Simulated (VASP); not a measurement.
Consider the following.

```
CELL_PARAMETERS angstrom
      0.00000     2.95500     2.95500
      2.95500     0.00000     2.95500
      2.95500     2.95500     0.00000
ATOMIC_POSITIONS crystal
  Al 0.25000 0.25000 0.25000
  Al 0.75000 0.75000 0.75000
  Pt 0.00000 0.00000 0.00000
```

The numbers are results of PBEsol GGA, VASP's PBE PAW potentials (set 64) (plane waves; VASP), not measurements. Numerical set-up: 300 eV cut-off, 10×10×10 Γ-centred mesh, Gaussian smearing of 0.14 eV, potentials Al Pt.

Task: Give the energies of bands 1 to 11 at the high-symmetry points, in eV from the Fermi level.

Result: 
```tsv
band	Γ	X	U	L	W
1	-10.22	-6.28	-6.45	-7.89	-6.00
2	-5.04	-6.07	-5.90	-6.10	-6.00
3	-5.04	-5.81	-5.57	-4.72	-5.41
4	-5.04	-3.77	-4.31	-4.72	-5.09
5	-3.68	-3.77	-3.95	-3.71	-3.77
6	-3.68	-3.42	-3.63	-3.46	-3.25
7	3.00	-3.18	-3.04	-3.46	-2.77
8	3.81	-1.59	-1.99	1.03	-2.77
9	3.81	-1.59	-0.59	1.03	-0.88
10	3.81	3.18	3.30	3.75	5.23
11	5.44	3.34	5.41	5.17	5.23
```

It has no gap at this level: it comes out as a metal or semimetal.

The structure is a typed PtAl2 crystal (Fm-3m). The cell was not relaxed at this level.
